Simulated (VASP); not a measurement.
Be2CdS3:

```
CELL_PARAMETERS angstrom
4.19306 0.00000 0.00000
0.00000 4.19306 0.00000
0.00000 0.00000 7.09668
ATOMIC_POSITIONS crystal
Be 0.00000 0.50000 0.00000
Be 0.50000 0.00000 0.00000
Cd 0.50000 0.50000 0.50000
S 0.00000 0.00000 0.86454
S 0.00000 0.00000 0.13546
S 0.00000 0.00000 0.50000
```

The cell was built by a generator and needn't be a form met in nature.

```yaml
Program: VASP 6.6.1
Task: relaxation of cell and atoms
Functional: PBE
Potentials_or_basis: VASP PAW PBE potentials, release 64 (Be, Cd, S)
Cutoff: 520 eV
k_mesh: 3 × 3 × 2
Occupations: gaussian, width 0.15 eV
Spin: no spin polarisation
```

At the start: pressure -0.1 GPa; volume 20.80 Å³/atom.

Problem. How do energy, volume and symmetry change on relaxing?

Solution. Over 15 steps the energy falls by 659.8 meV/atom and the volume is 18.94 Å³/atom (-8.9 %); space group P4/mmm (No. 123, to 0.05 Å).

Step by step:
| step | energy change (eV) | largest force (eV/Å) | pressure (GPa) | volume (Å³) |
| --- | --- | --- | --- | --- |
| 1 | 0.0000 | 6.1674 | -0.08 | 124.77 |
| 2 | -2.5212 | 0.6619 | -5.80 | 123.29 |
| 3 | -2.6830 | 2.1060 | -6.36 | 122.45 |
| 4 | -3.2889 | 2.6291 | 0.95 | 107.31 |
| 5 | -3.3268 | 2.5235 | -0.69 | 109.87 |
| 6 | -3.7812 | 0.9699 | 2.34 | 106.52 |
| 7 | -3.8110 | 0.2773 | 3.32 | 105.50 |
| 8 | -3.9331 | 0.0300 | 0.93 | 110.64 |
| 9 | -3.9497 | 0.2133 | -0.46 | 114.60 |
| 10 | -3.9504 | 0.2017 | -0.45 | 114.16 |
| 11 | -3.9470 | 0.1321 | 0.02 | 112.39 |
| 12 | -3.9503 | 0.1720 | -0.13 | 113.60 |
| 13 | -3.9504 | 0.1927 | -0.18 | 113.90 |
| 14 | -3.9577 | 0.2094 | -0.01 | 113.55 |
| 15 | -3.9587 | 0.0792 | -0.14 | 113.66 |

Final structure:
```
Be Cd S
1.0
     3.59049    0.00000    0.00000
     0.00000    3.59049    0.00000
     0.00000    0.00000    8.81623
Be Cd S
2 1 3
Direct
  0.00000 0.50000 0.00000
  0.50000 0.00000 0.00000
  0.50000 0.50000 0.50000
  0.00000 0.00000 0.84423
  0.00000 0.00000 0.15577
  0.00000 0.00000 0.50000
```

Caveat: the k mesh is coarse (spacing up to 0.50 Å⁻¹), so the values aren't converged.
